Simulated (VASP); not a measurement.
Given:

```xyz
2
Lattice="2.8790 0.0000 0.0000 0.0000 2.8790 0.0000 0.0000 0.0000 2.8790" Properties=species:S:1:pos:R:3 pbc="T T T"
Ga     1.4395     1.4395     1.4395
Co     0.0000     0.0000     0.0000
```

All values below come from PBE GGA, VASP's PBE PAW potentials (set 64) (plane waves; VASP). Numerical set-up: 400 eV cut-off, Gaussian smearing of 0.050 eV, potentials Ga_d Co.

Question: What does the run give for the band gap (along the path) with the smallest direct gap where there is one?

Answer: 
```
Item                                                          Value
-------------------------  ----------------------------------------
band gap (along the path)  none (metal, semimetal or under 0.01 eV)
```

Only differences to runs with the same potentials and settings are physical.

The compound is CoGa in the CsCl type structure. It was relaxed first. The run is not spin-polarised, so no magnetic state was tried.
